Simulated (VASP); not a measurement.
Computed with revPBE GGA, VASP's PBE PAW potentials (set 64) (plane waves; VASP 6.6.1).

A VASP calculation is set up with these files.

### KPOINTS
```
Regular mesh
0
Gamma
  9 9 8
0 0 0
```

### INCAR
```
ENCUT = 520   # plane-wave cut-off (eV)
LCHARG = T
ISMEAR = -5   # tetrahedra, Bloechl
NEDOS = 601   # DOS grid
LASPH = T   # aspherical one-centre terms
GGA = RE   # revPBE
LEFG = T
LWAVE = F
LREAL = F   # projection in real space or not
ALGO = Normal
SYSTEM = Ga
NELM = 100   # most electronic steps
ISIF = 2
PREC = Accurate
LMAXMIX = 4
EDIFF = 1E-7
LORBIT = 11
```

POSCAR:
```
Ga
4.5431540
  0.5012943326  -0.8652767685   0.0000000000
  0.5012943326   0.8652767685   0.0000000000
  0.0000000000   0.0000000000   1.0283563387
Ga
4
Cartesian
  0.5012943326   0.5960186442   0.9451028871
  0.5012943326   0.2692581243   0.4309247178
  0.5012943326  -0.2692581243   0.5974316209
  0.5012943326  -0.5960186442   0.0832534516
```

POTCAR, in this order: Ga_d (PBE.64 set). Program: vasp_std.

Output

OUTCAR:
```
 ion  position               nearest neighbor table
   1  0.156  0.844  0.919-   4 2.56   2 2.77   2 2.77   3 2.77   3 2.77   4 2.82   4 2.82
   2  0.344  0.656  0.419-   3 2.56   1 2.77   1 2.77   4 2.77   4 2.77   3 2.82   3 2.82
   3  0.656  0.344  0.581-   2 2.56   4 2.77   4 2.77   1 2.77   1 2.77   2 2.82   2 2.82
   4  0.844  0.156  0.081-   1 2.56   3 2.77   3 2.77   2 2.77   2 2.77   1 2.82   1 2.82
  LATTYP: Found a base centered orthorhombic cell.
 ALAT       =     4.5549147050
 B/A-ratio  =     1.7260852800
 C/A-ratio  =     1.0257011418
 Subroutine PRICEL returns:
 Original cell was already a primitive cell.
 Subroutine GETGRP returns: Found  8 space group operations
The static configuration has the point symmetry C_2h.
 The point group associated with its full space group is D_2h.
The dynamic configuration has the point symmetry C_2h.
 Subroutine INISYM returns: Found  8 space group operations
 Subroutine IBZKPT returns following result:
 Found    125 irreducible k-points:

 Following reciprocal coordinates:
            Coordinates               Weight
  0.000000  0.000000  0.000000      1.000000
  0.111111  0.000000  0.000000      4.000000
  0.222222  0.000000  0.000000      4.000000
  0.333333  0.000000  0.000000      4.000000
  0.444444  0.000000  0.000000      4.000000
  0.111111  0.111111  0.000000      2.000000
  0.222222  0.111111  0.000000      4.000000
  0.333333  0.111111  0.000000      4.000000
  0.444444  0.111111  0.000000      4.000000
 -0.444444  0.111111  0.000000      4.000000
 -0.333333  0.111111  0.000000      4.000000
 -0.222222  0.111111  0.000000      4.000000
 -0.111111  0.111111  0.000000      2.000000
  0.222222  0.222222  0.000000      2.000000
  0.333333  0.222222  0.000000      4.000000
  0.444444  0.222222  0.000000      4.000000
 -0.444444  0.222222  0.000000      4.000000
 -0.333333  0.222222  0.000000      4.000000
 -0.222222  0.222222  0.000000      2.000000
  0.333333  0.333333  0.000000      2.000000
  0.444444  0.333333  0.000000      4.000000
 -0.444444  0.333333  0.000000      4.000000
 -0.333333  0.333333  0.000000      2.000000
  0.444444  0.444444  0.000000      2.000000
 -0.444444  0.444444  0.000000      2.000000
  0.000000  0.000000  0.125000      2.000000
  0.111111  0.000000  0.125000      8.000000
  0.222222  0.000000  0.125000      8.000000
  0.333333  0.000000  0.125000      8.000000
  0.444444  0.000000  0.125000      8.000000
  0.111111  0.111111  0.125000      4.000000
  0.222222  0.111111  0.125000      8.000000
  0.333333  0.111111  0.125000      8.000000
  0.444444  0.111111  0.125000      8.000000
 -0.444444  0.111111  0.125000      8.000000
 -0.333333  0.111111  0.125000      8.000000
 -0.222222  0.111111  0.125000      8.000000
 -0.111111  0.111111  0.125000      4.000000
  0.222222  0.222222  0.125000      4.000000
  0.333333  0.222222  0.125000      8.000000
   k-points           NKPTS =    125   k-points in BZ     NKDIM =    125   number of bands    NBANDS=     31
   number of dos      NEDOS =    601   number of ions     NIONS =      4
   total plane-waves  NPLWV =  46656
   dimension x,y,z NGX =    36 NGY =   36 NGZ =   36
   dimension x,y,z NGXF=    72 NGYF=   72 NGZF=   72
   ions per type =               4
   PREC   = accura    normal or accurate (medium, high low for compatibility)
   ISTART =      0    job   : 0-new  1-cont  2-samecut
   ICHARG =      2    charge: 1-file 2-atom 10-const
   ISPIN  =      1    spin polarized calculation?
   LNONCOLLINEAR =      F non collinear calculations
   LSORBIT =      F    spin-orbit coupling
   INIWAV =      1    electr: 0-lowe 1-rand  2-diag
   ENCUT  =  520.0 eV  38.22 Ry    6.18 a.u.   8.45  8.45  8.69*2*pi/ulx,y,z
...
```

**OSZICAR**
```
       N       E                     dE             d eps       ncg     rms          rms(c)
DAV:   1     0.354821051355E+03    0.35482E+03   -0.26427E+04  7806   0.310E+03
DAV:   2     0.300592319932E+02   -0.32476E+03   -0.32030E+03  8031   0.563E+02
DAV:   3    -0.933176925533E+01   -0.39391E+02   -0.39107E+02  8849   0.153E+02
DAV:   4    -0.104680367421E+02   -0.11363E+01   -0.11359E+01  8733   0.298E+01
DAV:   5    -0.104922671464E+02   -0.24230E-01   -0.24331E-01  9269   0.442E+00    0.229E+00
DAV:   6    -0.104449928946E+02    0.47274E-01   -0.17181E-01  9251   0.570E+00    0.130E+00
DAV:   7    -0.104404889679E+02    0.45039E-02   -0.55311E-02 10348   0.270E+00    0.298E-01
DAV:   8    -0.104404398810E+02    0.49087E-04   -0.12842E-02  8471   0.130E+00    0.469E-02
DAV:   9    -0.104406229247E+02   -0.18304E-03   -0.10518E-03  8872   0.345E-01    0.235E-02
DAV:  10    -0.104406280874E+02   -0.51627E-05   -0.23566E-04  8900   0.163E-01    0.574E-03
DAV:  11    -0.104406229297E+02    0.51577E-05   -0.36948E-05  8975   0.746E-02    0.366E-03
DAV:  12    -0.104406184105E+02    0.45192E-05   -0.68785E-06  8986   0.268E-02    0.543E-04
DAV:  13    -0.104406184245E+02   -0.13970E-07   -0.75627E-07  9964   0.687E-03
   1 F= -.10440618E+02 E0= -.10440618E+02  d E =0.000000E+00
```

**OUTCAR**
```
------------------------ aborting loop because EDIFF is reached ----------------------------------------
  FORCE on cell =-STRESS in cart. coord.  units (eV):
  Direction    XX          YY          ZZ          XY          YZ          ZX
  --------------------------------------------------------------------------------------
  Total        0.0460823     -0.0175385      0.0466507      0.0000000      0.0000000      0.0000000
  in kB        0.8825743     -0.3358994      0.8934598      0.0000000      0.0000000      0.0000000
  external PRESSURE =       0.4800449 kB  Pullay stress =       0.0000000 kB
  volume of cell :       83.66
      direct lattice vectors                 reciprocal lattice vectors
     2.277457352 -3.931085612  0.000000000     0.219543079 -0.127191328  0.000000000
     2.277457352  3.931085612  0.000000000     0.219543079  0.127191328  0.000000000
     0.000000000  0.000000000  4.671981213     0.000000000  0.000000000  0.214041957
 POSITION                                       TOTAL-FORCE (eV/Angst)
 -----------------------------------------------------------------------------------
      2.27746      2.70780      4.29375         0.000000     -0.008284      0.002294
      2.27746      1.22328      1.95776         0.000000      0.008284      0.002294
      2.27746     -1.22328      2.71422         0.000000     -0.008284     -0.002294
      2.27746     -2.70780      0.37823         0.000000      0.008284     -0.002294
 -----------------------------------------------------------------------------------
    total drift:                               -0.000000      0.000000      0.000000
  FREE ENERGIE OF THE ION-ELECTRON SYSTEM (eV)
  ---------------------------------------------------
  free  energy   TOTEN  =       -10.4406184245 eV

  energy  without entropy=      -10.4406184245  energy(sigma->0) =      -10.44061842

 total charge

# of ion       s       p       d       tot
------------------------------------------
    1        0.961   0.662   9.950  11.574
    2        0.961   0.662   9.950  11.574
    3        0.961   0.662   9.950  11.574
    4        0.961   0.662   9.950  11.574
--------------------------------------------------
tot          3.846   2.650  39.799  46.295

 Electric field gradients after diagonalization (V/A^2)
 (convention: |V_zz| > |V_xx| > |V_yy|)
----------------------------------------------------------------------
 ion       V_xx      V_yy      V_zz     asymmetry (V_yy - V_xx)/ V_zz
----------------------------------------------------------------------
   1      17.911    16.943   -34.854       0.028
   2      17.911    16.943   -34.854       0.028
   3      17.911    16.943   -34.854       0.028
   4      17.911    16.943   -34.854       0.028
```
(Selected blocks of OUTCAR.)

For a metal the tetrahedron method with Blöchl corrections gives inexact stress and forces.

The compound is Ga in the alpha structure. It was relaxed first, which changed the volume by +7 %.
